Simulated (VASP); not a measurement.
Set up this calculation in VASP 6.6.1, as the native input.

```yaml
Task: band structure
Functional: PBEsol
Potentials_or_basis: VASP PAW PBE potentials, release 64 (Ti_sv, C)
Cutoff: 520 eV
k_mesh: 14 × 14 × 14
Occupations: methfessel-paxton, width 0.1 eV
Spin: no spin polarisation
Further_INCAR_settings: ALGO = Fast; EDIFF = 1e-06; NBANDS = 15
```

The structure of TiC lies in POSCAR:

```
TiC                                     
1.0
    0.0000000000      2.1471057723      2.1471057723
    2.1471057723      0.0000000000      2.1471057723
    2.1471057723      2.1471057723      0.0000000000
  Ti              C             
     1     1
Direct
     0.0000000000000000    0.0000000000000000    0.0000000000000000
     0.5000000000000000    0.5000000000000000    0.5000000000000000
```

One way to write it, as run:

INCAR

```
ALGO     = Fast           # electronic algorithm
EDIFF    = 1E-6           # SCF threshold, eV
ENCUT    = 520            # plane-wave cutoff, eV
GGA      = PS             # functional
ICORELEVEL= 1            
ISIF     = 2              # what is computed and relaxed
ISMEAR   = 1              # smearing method
LASPH    = True           # aspherical terms in the spheres
LCHARG   = False          # write CHGCAR
LMAXMIX  = 4              # l up to which the mixer works
LREAL    = False          # projectors in reciprocal space
LWAVE    = False          # write WAVECAR
NBANDS   = 15             # bands
NELM     = 80             # most SCF steps
PREC     = Accurate       # precision mode
SIGMA    = 0.1            # smearing width, eV
```

KPOINTS

```
k-points
0
Gamma
  14 14 14
```

KPOINTS_OPT

```
explicit points
209
Reciprocal
 0.0000000000  0.0000000000  0.0000000000 1
 0.0263157895  0.0000000000  0.0263157895 1
 0.0526315789  0.0000000000  0.0526315789 1
 0.0789473684  0.0000000000  0.0789473684 1
 0.1052631579  0.0000000000  0.1052631579 1
 0.1315789474  0.0000000000  0.1315789474 1
[... 201 lines left out ...]
 0.4250000000  0.0000000000  0.4250000000 1
 0.4500000000  0.0000000000  0.4500000000 1
```

Potentials or basis: VASP PAW PBE potentials, release 64 (Ti_sv, C).

Command:

```bash
$ cat potpaw_PBE.64/Ti_sv/POTCAR potpaw_PBE.64/C/POTCAR > POTCAR
$ mpirun -np 1 vasp_std > vasp.out
```

It gave:

- Pressure: 0.1 GPa
- Band gap along the path: none (metal or under the smearing width)

Caveat: the PAW data sets were made with another functional, which shifts forces and pressure a little.

Run time: 49 s on 1 thread of Intel(R) Xeon(R) Platinum 8488C (Sapphire Rapids) (shared host), peak memory 0.17 GiB.
